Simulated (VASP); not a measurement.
Method: vdW-DF-cx, VASP's PBE PAW potentials (set 64) (plane waves; VASP 6.6.1).

VASP input:

### POSCAR
```
KBr
1
    0.0000000000     3.3000000000     3.3000000000
    3.3000000000     0.0000000000     3.3000000000
    3.3000000000     3.3000000000     0.0000000000
K Br
1 1
Direct
  0.0000000000   0.0000000000   0.0000000000
  0.5000000000   0.5000000000   0.5000000000
```

File KPOINTS:
```
Automatic mesh
0
Gamma
6 6 6
0 0 0
```

**INCAR**
```
AGGAC  =  0.0
ALGO  =  Normal
EDIFF  =  1E-6
EDIFFG  =  -0.01
ENCUT  =  520
GGA  =  CX
IBRION  =  2
ISIF  =  3
ISMEAR  =  0
LASPH  =  T
LCHARG  =  F
LMAXMIX  =  4
LREAL  =  F
LUSE_VDW  =  T
LWAVE  =  F
NELM  =  100
NSW  =  60
PREC  =  Accurate
SIGMA  =  0.05
SYSTEM  =  KBr
```

POTCAR, in this order: K_sv Br (PBE.64 set). Program: vasp_std.

Output of the run:

**OUTCAR**
```
 ion  position               nearest neighbor table
   1  0.000  0.000  0.000-   2 3.30   2 3.30   2 3.30   2 3.30   2 3.30   2 3.30
   2  0.500  0.500  0.500-   1 3.30   1 3.30   1 3.30   1 3.30   1 3.30   1 3.30
  LATTYP: Found a face centered cubic cell.
 ALAT       =     6.6000000000
 Subroutine PRICEL returns:
 Original cell was already a primitive cell.
 Subroutine GETGRP returns: Found 48 space group operations
The static configuration has the point symmetry O_h .
The dynamic configuration has the point symmetry O_h .
 Subroutine INISYM returns: Found 48 space group operations
 Subroutine IBZKPT returns following result:
 Found     16 irreducible k-points:

 Following reciprocal coordinates:
            Coordinates               Weight
  0.000000  0.000000  0.000000      1.000000
  0.166667  0.000000  0.000000      8.000000
  0.333333  0.000000  0.000000      8.000000
  0.500000  0.000000  0.000000      4.000000
  0.166667  0.166667  0.000000      6.000000
  0.333333  0.166667  0.000000     24.000000
  0.500000  0.166667  0.000000     24.000000
 -0.333333  0.166667  0.000000     24.000000
 -0.166667  0.166667  0.000000     12.000000
  0.333333  0.333333  0.000000      6.000000
  0.500000  0.333333  0.000000     24.000000
 -0.333333  0.333333  0.000000     12.000000
  0.500000  0.500000  0.000000      3.000000
  0.500000  0.333333  0.166667     24.000000
 -0.333333  0.333333  0.166667     24.000000
 -0.333333  0.500000  0.166667     12.000000
   k-points           NKPTS =     16   k-points in BZ     NKDIM =     16   number of bands    NBANDS=     12
   number of dos      NEDOS =    301   number of ions     NIONS =      2
   total plane-waves  NPLWV =  46656
   dimension x,y,z NGX =    36 NGY =   36 NGZ =   36
   dimension x,y,z NGXF=    72 NGYF=   72 NGZF=   72
   ions per type =               1   1
   PREC   = accura    normal or accurate (medium, high low for compatibility)
   ISTART =      0    job   : 0-new  1-cont  2-samecut
...
```

**OSZICAR**
```
       N       E                     dE             d eps       ncg     rms          rms(c)
DAV:   1     0.108643118603E+03    0.10864E+03   -0.69390E+03   384   0.117E+03
DAV:   2     0.457797060194E+01   -0.10407E+03   -0.95530E+02   444   0.268E+02
DAV:   3    -0.220891287901E+01   -0.67869E+01   -0.67368E+01   484   0.632E+01
DAV:   4    -0.245978661944E+01   -0.25087E+00   -0.25064E+00   676   0.112E+01
DAV:   5    -0.246135389324E+01   -0.15673E-02   -0.15673E-02   484   0.949E-01    0.315E+00
DAV:   6    -0.230457828403E+01    0.15678E+00   -0.27431E-01   460   0.284E+00    0.229E+00
DAV:   7    -0.230325942854E+01    0.13189E-02   -0.13440E-01   472   0.224E+00    0.103E+00
DAV:   8    -0.231666560341E+01   -0.13406E-01   -0.19131E-02   508   0.118E+00    0.150E-01
DAV:   9    -0.231770717483E+01   -0.10416E-02   -0.87464E-04   488   0.212E-01    0.959E-02
DAV:  10    -0.231861139132E+01   -0.90422E-03   -0.13045E-03   432   0.263E-01    0.234E-02
DAV:  11    -0.231862892194E+01   -0.17531E-04   -0.33897E-05   528   0.388E-02    0.661E-03
DAV:  12    -0.231863819271E+01   -0.92708E-05   -0.11807E-05   448   0.257E-02    0.795E-03
DAV:  13    -0.231863881521E+01   -0.62250E-06   -0.12602E-06   404   0.719E-03
   1 F= -.23186388E+01 E0= -.23186388E+01  d E =-.231864E+01
       N       E                     dE             d eps       ncg     rms          rms(c)
DAV:   1    -0.231921088900E+01   -0.57270E-03   -0.11708E-02   476   0.107E+00    0.145E-01
DAV:   2    -0.231879690621E+01    0.41398E-03   -0.96150E-04   516   0.288E-01    0.571E-02
DAV:   3    -0.231869049103E+01    0.10642E-03   -0.34021E-04   652   0.153E-01    0.441E-02
DAV:   4    -0.231869170761E+01   -0.12166E-05   -0.81495E-06   720   0.193E-02    0.182E-02
DAV:   5    -0.231869131795E+01    0.38966E-06   -0.10755E-05   720   0.192E-02    0.331E-03
DAV:   6    -0.231869106497E+01    0.25298E-06   -0.20285E-07   296   0.523E-03
   2 F= -.23186911E+01 E0= -.23186911E+01  d E =-.522498E-04
```

File OUTCAR:
```
------------------------ aborting loop because EDIFF is reached ----------------------------------------
  FORCE on cell =-STRESS in cart. coord.  units (eV):
  Direction    XX          YY          ZZ          XY          YZ          ZX
  --------------------------------------------------------------------------------------
  Total        0.0142863      0.0142863      0.0142863      0.0000000      0.0000000      0.0000000
  in kB        0.3177335      0.3177335      0.3177335      0.0000000      0.0000000      0.0000000
  external PRESSURE =       0.3177335 kB  Pullay stress =       0.0000000 kB
  volume of cell :       72.04
      direct lattice vectors                 reciprocal lattice vectors
     0.000000000  3.302524335  3.302524335    -0.151399339  0.151399339  0.151399339
     3.302524335  0.000000000  3.302524335     0.151399339 -0.151399339  0.151399339
     3.302524335  3.302524335 -0.000000000     0.151399339  0.151399339 -0.151399339
  FREE ENERGIE OF THE ION-ELECTRON SYSTEM (eV)
  ---------------------------------------------------
  free  energy   TOTEN  =        -2.3186910650 eV

  energy  without entropy=       -2.3186910650  energy(sigma->0) =       -2.31869106

 reached required accuracy - stopping structural energy minimisation
```
(Selected blocks of OUTCAR.)

File CONTCAR:
```
KBr
   1.00000000000000
     0.0000000000000000    3.3025243346086626    3.3025243346086626
     3.3025243346086626    0.0000000000000000    3.3025243346086626
     3.3025243346086626    3.3025243346086626   -0.0000000000000000
  K               Br
     1     1
Direct
     0.0000000000000000    0.0000000000000000    1.0000000000000000
     0.5000000000000000    0.5000000000000000    0.5000000000000000
```

The compound is KBr in the rock salt structure. This run relaxes it. Symmetry was kept, so distortions that lower it aren't found.
